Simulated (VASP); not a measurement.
Wanted: the native input for a VASP 6.6.1 run.

| Property | Result |
| --- | --- |
| Task | single point |
| Functional | revPBE |
| Potentials or basis | VASP PAW PBE potentials, release 64 (Zn, O, C) |
| Cutoff | 520 eV |
| k mesh | 6 × 6 × 4 |
| Occupations | fermi-dirac, width 0.1 eV |
| Spin | no spin polarisation |
| Dipole correction | no |
| Further INCAR settings | ALGO = Normal; EDIFF = 1e-07; NBANDS = 24 |

The structure of ZnC2O2 lies in POSCAR:

```
ZnC2O2
1.0
    3.2656430000      0.0000000000      0.0000000000
   -1.6328210000      2.8281310000      0.0000000000
    0.0000000000      0.0000000000      4.8105250000
Zn O C
1 2 2
Direct
    0.0000000000      0.0000000000      0.0000000000
    0.3333000000      0.6667000000      0.2153000000
    0.6667000000      0.3333000000      0.7847000000
    0.3333000000      0.6667000000      0.4537000000
    0.6667000000      0.3333000000      0.5463000000
```

The cell was built by a generator and needn't be a form met in nature.

The input as run:

INCAR

```
SYSTEM = ZnC2O2
PREC = Accurate
ENCUT = 520
EDIFF = 1E-7
ISMEAR = -1
SIGMA = 0.1
LREAL = .FALSE.
LASPH = .TRUE.
NELM = 100
ALGO = Normal
ISIF = 2
LWAVE = .FALSE.
LCHARG = .FALSE.
GGA = RE
NBANDS = 24
```

KPOINTS

```
regular mesh
0
G
  6 6 4
  0 0 0
```

Potentials or basis: VASP PAW PBE potentials, release 64 (Zn, O, C).

Command:

```bash
$ cat potpaw_PBE.64/Zn/POTCAR potpaw_PBE.64/O/POTCAR potpaw_PBE.64/C/POTCAR > POTCAR
$ mpirun -np 1 vasp_std > vasp.out
```

It gave:

The pressure is 51.2 GPa. The largest force is 16.913 eV/Å. The band gap on the k mesh is none (metal or under the smearing width).

Caveat: the k mesh is coarse (spacing up to 0.37 Å⁻¹), so the values aren't converged; a pressure of tens of GPa on the cell as given is suspect, and the run, the potentials or the cell itself is likely at fault; the standard files for N, O and F lose accuracy on very short bonds; the PAW data sets were made with another functional, which shifts forces and pressure a little.

Run time: 19 s on 1 thread of AMD EPYC 9R45 96-Core Processor (Zen 5), with other jobs on the host, peak memory 0.15 GiB.
